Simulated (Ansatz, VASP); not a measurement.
**One calculation of MgSnO2, two programs**

```
Mg Sn O
1.0
     3.31055    0.00000    0.00000
    -1.65528    2.86702    0.00000
     0.00000    0.00000    5.45335
Mg Sn O
1 1 2
Cartesian
  0.0000 0.0000 0.0000
  0.0000 0.0000 2.7267
  0.0000 1.9113 4.0424
  1.6553 0.9557 1.4109
```

Alike in both runs: task relaxation of cell and atoms; functional PBE; k mesh 6 × 6 × 4; occupations gaussian, width 0.1 eV; no spin polarisation.

```csv
,VASP,Ansatz
version,VASP 6.6.1,Ansatz 0.2.0
potentials or method,"VASP PAW PBE potentials, release 64 (Mg, Sn_d, O)","scalar-relativistic, plane waves, PAW"
plane-wave cutoff (eV),600,420
valence electrons in the cell,28,36
```

|  | VASP | Ansatz | Ansatz less VASP |
| --- | --- | --- | --- |
| gap on the k mesh at the Fermi level, each at its own relaxed structure (eV) | 0.39 | 0.43 | +0.041 |
| relaxed volume (Å³/atom) | 12.98 | 13.03 | +0.057 |
| relaxed cell length with the largest relative difference (Å) | 3.179 | 3.184 | +0.0054 |
| energy change over the relaxation (meV/atom) | -416 | -410 | +5.7 |

The two sets of potentials don't hold the same shells in valence.

Caveats: spin-orbit coupling is left out, which moves the levels of the heavy elements.
